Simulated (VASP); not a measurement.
Output of a VASP run:

**OSZICAR**
```
       N       E                     dE             d eps       ncg     rms          rms(c)
DAV:   1    -0.231391762991E+02   -0.23139E+02   -0.66223E+03  3408   0.953E+02
DAV:   2    -0.570557202595E+02   -0.33917E+02   -0.32451E+02  4154   0.174E+02
DAV:   3    -0.582840584030E+02   -0.12283E+01   -0.12153E+01  4371   0.250E+01
DAV:   4    -0.583003765000E+02   -0.16318E-01   -0.16316E-01  4063   0.326E+00
DAV:   5    -0.583006669909E+02   -0.29049E-03   -0.29064E-03  4534   0.373E-01    0.497E+01
DAV:   6    -0.544763086793E+02    0.38244E+01   -0.16081E+00  3971   0.101E+01    0.320E+01
DAV:   7    -0.547994261536E+02   -0.32312E+00   -0.13658E+00  4050   0.888E+00    0.397E+00
DAV:   8    -0.543837182109E+02    0.41571E+00   -0.71634E-01  3499   0.793E+00    0.546E+00
DAV:   9    -0.545187082196E+02   -0.13499E+00   -0.31140E-01  3698   0.486E+00    0.147E+00
DAV:  10    -0.545150280418E+02    0.36802E-02   -0.24424E-02  3713   0.120E+00    0.760E-01
DAV:  11    -0.545373236154E+02   -0.22296E-01   -0.30769E-02  3534   0.125E+00    0.410E-01
DAV:  12    -0.545296986627E+02    0.76250E-02   -0.39476E-03  3866   0.583E-01    0.644E-01
DAV:  13    -0.545369560392E+02   -0.72574E-02   -0.28062E-03  3482   0.498E-01    0.210E-01
DAV:  14    -0.545382078666E+02   -0.12518E-02   -0.14057E-03  3964   0.333E-01    0.302E-02
DAV:  15    -0.545382210110E+02   -0.13144E-04   -0.40828E-05  3955   0.561E-02    0.168E-02
DAV:  16    -0.545382170700E+02    0.39411E-05   -0.10133E-05  3792   0.368E-02    0.160E-02
DAV:  17    -0.545382180779E+02   -0.10079E-05   -0.32591E-06  3702   0.201E-02    0.312E-03
DAV:  18    -0.545382190029E+02   -0.92498E-06   -0.50973E-07  3925   0.588E-03    0.328E-03
DAV:  19    -0.545382184159E+02    0.58691E-06   -0.89024E-08  2061   0.250E-03    0.123E-03
DAV:  20    -0.545382182917E+02    0.12427E-06   -0.82517E-08  2006   0.304E-03    0.120E-03
DAV:  21    -0.545382183789E+02   -0.87245E-07   -0.88895E-09  1825   0.863E-04
   1 F= -.54538218E+02 E0= -.54538218E+02  d E =0.000000E+00
       N       E                     dE             ncg
```

**OUTCAR**
```
------------------------ aborting loop because EDIFF is reached ----------------------------------------
  FORCE on cell =-STRESS in cart. coord.  units (eV):
  Direction    XX          YY          ZZ          XY          YZ          ZX
  --------------------------------------------------------------------------------------
  Total        0.0826191      0.0826191     -0.1661510     -0.0000000      0.0000000      0.0000000
  in kB        3.2109303      3.2109311     -6.4573364     -0.0000006      0.0000000      0.0000000
  external PRESSURE =      -0.0118250 kB  Pullay stress =       0.0000000 kB
  volume of cell :       41.22
      direct lattice vectors                 reciprocal lattice vectors
     4.020013189 -0.000000065  0.000000000     0.248755405  0.143619023  0.000000000
    -2.010007207  3.481434043  0.000000000     0.000000005  0.287237959  0.000000000
     0.000000000  0.000000000  2.945604440     0.000000000  0.000000000  0.339488896
 POSITION                                       TOTAL-FORCE (eV/Angst)
 -----------------------------------------------------------------------------------
      0.00000      0.00000      0.00000         0.000000      0.000000      0.000000
      2.01001      1.16048      1.47280         0.000000      0.000000      0.000000
 -----------------------------------------------------------------------------------
    total drift:                               -0.000011      0.000003      0.000000
  FREE ENERGIE OF THE ION-ELECTRON SYSTEM (eV)
  ---------------------------------------------------
  free  energy   TOTEN  =       -54.5382183789 eV

  energy  without entropy=      -54.5382183789  energy(sigma->0) =      -54.53821838

 total charge

# of ion       s       p       d       tot
------------------------------------------
    1        0.346   6.431   1.589   8.367
    2        0.766   0.970   0.000   1.736
--------------------------------------------------
tot          1.113   7.401   1.589  10.103
```
(Selected blocks of OUTCAR.)

POSCAR:
```
HfSi
1
    4.0200131891    -0.0000000649    -0.0000000000
   -2.0100072069     3.4814340426     0.0000000000
   -0.0000000000    -0.0000000000     2.9456044399
Hf Si
1 1
Direct
  0.0000000000   1.0000000000   0.0000000000
  0.6666670000   0.3333330000   0.5000000000
```

Problem. Reconstruct the remaining input files.

Solution. One answer among several that fit: the input of the run itself, r2SCAN meta-GGA, plane waves, VASP's PBE PAW potentials (set 64).

**KPOINTS_OPT**
```
k-points along high-symmetry lines
6
Line-mode
Reciprocal
  0.000000   0.000000   0.000000 ! GAMMA
  0.500000   0.000000   0.000000 ! M

  0.500000   0.000000   0.000000 ! M
  0.333333   0.333333   0.000000 ! K

  0.333333   0.333333   0.000000 ! K
  0.000000   0.000000   0.000000 ! GAMMA

  0.000000   0.000000   0.000000 ! GAMMA
  0.000000   0.000000   0.500000 ! A

  0.000000   0.000000   0.500000 ! A
  0.500000   0.000000   0.500000 ! L

  0.500000   0.000000   0.500000 ! L
  0.333333   0.333333   0.500000 ! H

  0.333333   0.333333   0.500000 ! H
  0.000000   0.000000   0.500000 ! A

  0.500000   0.000000   0.500000 ! L
  0.500000   0.000000   0.000000 ! M

  0.333333   0.333333   0.500000 ! H
  0.333333   0.333333   0.000000 ! K
```

File KPOINTS:
```
Automatic mesh
0
Gamma
12 12 14
0 0 0
```

INCAR:
```
! general
SYSTEM  = HfSi
PREC    = Accurate
ENCUT   = 400   ! plane-wave cut-off (eV)
LREAL   = .FALSE.   ! projection in real space or not
LASPH   = .TRUE.   ! aspherical one-centre terms

! electronic loop
EDIFF   = 1E-7   ! SCF stop (eV)
NELM    = 100
ALGO    = Normal   ! blocked Davidson
LMAXMIX = 6
LMIXTAU = .TRUE.

! smearing
ISMEAR  = -5   ! tetrahedra, Bloechl

! functional
METAGGA = R2SCAN

! ions
ISIF    = 2

! output
LWAVE   = .FALSE.
LCHARG  = .FALSE.
LORBIT  = 11   ! lm-projected
NEDOS   = 601
```

POTCAR, in this order: Hf_pv Si (PBE.64 set). Program: vasp_std.

For a metal the tetrahedron method with Blöchl corrections gives inexact stress and forces.

The structure was generated: HfSi was put into the WC type (P-6m2), which need not be its known phase. It was relaxed first.
